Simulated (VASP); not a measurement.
Given:

```
CoSi2
1.0
    0.00000     2.64686     2.64686
    2.64686     0.00000     2.64686
    2.64686     2.64686     0.00000
Co Si
1 2
Cartesian
  0.00000   0.00000   0.00000
  1.32343   1.32343   1.32343
  3.97030   3.97030   3.97030
```

These are rev-vdW-DF2, VASP's PBE PAW potentials (set 64) (plane waves; VASP) values and carry that method's errors. Settings: 520 eV cut-off, 10×10×10 Γ-centred mesh, first-order Methfessel-Paxton smearing of 0.10 eV, potentials Co Si.

Task: What does the run give for the energy per atom (σ→0), pressure, band gap (on the k-mesh) with the smallest direct gap where there is one?

Result: 
```json
{
  "band gap (on the k-mesh)": "none (metal, semimetal or under 0.01 eV)",
  "energy per atom (σ→0)": "-5.032 eV/atom",
  "pressure": "57.2 kbar"
}
```

Total energies compare only between runs with the same potentials, cut-off and functional.

The compound is CoSi2 in the fluorite structure. This cell is one point of a volume scan, at 0.97 of the reference volume. The run is not spin-polarised, so no magnetic state was tried. The electron count is odd and the run is not spin-polarised, which forces a metal.
